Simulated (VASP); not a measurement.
An input for Ansatz (written as the equivalent of a VASP run, and not itself run):

Ansatz 0.2 input:
```yaml
crystal:
  lattice:
    - [0.0000000, 3.3253389, 3.3253389]
    - [3.3253389, 0.0000000, 3.3253389]
    - [3.3253389, 3.3253389, 0.0000000]
  atoms:
    - { symbol: Mg, position: [0.2500000, 0.2500000, 0.2500000] }
    - { symbol: Mg, position: [0.7500000, 0.7500000, 0.7500000] }
    - { symbol: Sn, position: [0.0000000, 0.0000000, 0.0000000] }
kpoints:
  mp_grid: { grid: [10, 10, 10] }
hamiltonian:
  xc: lda
  pseudopotentials: { kind: paw }
scf:
  occupations: { method: methfessel_paxton, width: 0.1 }
  max_iter: 100
output: { forces: true, stress: true, eigenvalues: true }
```

Task: Translate this input to VASP (INCAR, KPOINTS, POSCAR, choice of POTCAR).

Result: This is not unique; one that fits is 
**INCAR**
```
# general
SYSTEM  = Mg2Sn
PREC    = Accurate
ENCUT   = 520
LREAL   = F
LASPH   = T

# electronic loop
EDIFF   = 1E-7
NELM    = 100
ALGO    = Normal
LMAXMIX = 4

# smearing
ISMEAR  = 1
SIGMA   = 0.1

# ions
ISIF    = 2

# output
LWAVE   = F
LCHARG  = F
```

**POSCAR**
```
Mg2Sn
1
    0.0000000000     3.3253388660     3.3253388660
    3.3253388660     0.0000000000     3.3253388660
    3.3253388660     3.3253388660     0.0000000000
Mg Sn
2 1
Direct
  0.2500000000   0.2500000000   0.2500000000
  0.7500000000   0.7500000000   0.7500000000
  0.0000000000   0.0000000000   0.0000000000
```

KPOINTS:
```
Regular mesh
0
Gamma
 10 10 10
```

POTCAR, in this order: Mg Sn_d (LDA.64 set). Program: vasp_std.

Limits of the translation: each code has its own PAW files, so the cut-off isn't converted (ENCUT is set for VASP's; basis.ecutwfc is left out, and Ansatz then takes the one that its files recommend); Ansatz stops its SCF on the density residual and VASP on the energy change (EDIFF); Ansatz's lda is the Perdew-Wang form, while the LDA potentials of VASP carry Perdew-Zunger's.

The compound is Mg2Sn in the antifluorite structure. It was relaxed first.
